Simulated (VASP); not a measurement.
Here is the system:

```
VAs
1.0
    3.23369    -2.36313     0.00000
    3.23369     2.36313     0.00000
   -1.17371     0.00000     6.98386
V As
2 2
Direct
  0.00000   0.50000   0.00000
  0.50000   0.00000   0.50000
  0.58160   0.41840   0.25000
  0.41840   0.58160   0.75000
```
Starting moments (μB, in the order of the record's atoms V V As As): 2.0 2.0 0.0 0.0.

Computed with PBE GGA + U (Dudarev), VASP's PBE PAW potentials (set 64) (plane waves; VASP 6.6.1). Numerical set-up: 400 eV cut-off, 5×5×3 Γ-centred mesh, Gaussian smearing of 0.050 eV, potentials V_sv As, U − J: V 2.00 eV.

Task: Give the force on each atom (eV/Å).

Result: 
```json
[
 {"atom": "V1", "Fx": "0.000", "Fy": "0.000", "Fz": "0.000"},
 {"atom": "V2", "Fx": "0.000", "Fy": "0.000", "Fz": "0.000"},
 {"atom": "As3", "Fx": "0.000", "Fy": "-0.303", "Fz": "0.000"},
 {"atom": "As4", "Fx": "0.000", "Fy": "0.303", "Fz": "0.000"}
]
```

Task: Give the stress tensor in GPa (positive for a compressed cell).

Result: 
```
-9.99   0.00   0.80
 0.00  -9.10   0.00
 0.80   0.00  -8.80
```
The pressure is its mean diagonal, -9.30 GPa.

The structure was generated: VAs was put into the tenorite type (C2/c), which need not be its known phase. The cell was not relaxed at this level. The k-mesh is coarse (spacing up to 0.33 per Å, 2π included), so the numbers may not be converged in it. The run is one of a series of settings (LDAU = .TRUE., LDAUJ = 0 0, LDAUL = 2 -1, LDAUTYPE = 2, LDAUU = 2.0 0 against the base run), some of them coarse on purpose.
